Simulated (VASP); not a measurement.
```xyz
2
Lattice="2.8092 0.0000 0.0000 0.0000 2.8092 0.0000 0.0000 0.0000 2.8092" Properties=species:S:1:pos:R:3 pbc="T T T"
Zr     0.0000     0.0000     0.0000
N      1.4046     1.4046     1.4046
```

The numbers are results of PBEsol GGA, VASP's PBE PAW potentials (set 64) (plane waves; VASP 6.6.1), not measurements. Settings: 520 eV cut-off, Gaussian smearing of 0.050 eV, potentials Zr_sv N.

### Question
Estimate the band gap (along the path) with the smallest direct gap where there is one.

### Answer

```
Quantity                                                      Value
-------------------------  ----------------------------------------
band gap (along the path)  none (metal, semimetal or under 0.01 eV)
```

Total energies compare only between runs with the same potentials, cut-off and functional.

The structure was generated: ZrN was put into the CsCl type type (Pm-3m), which need not be its known phase. It was relaxed first, which changed the volume by -32 %. The electron count is odd and the run is not spin-polarised, which forces a metal.
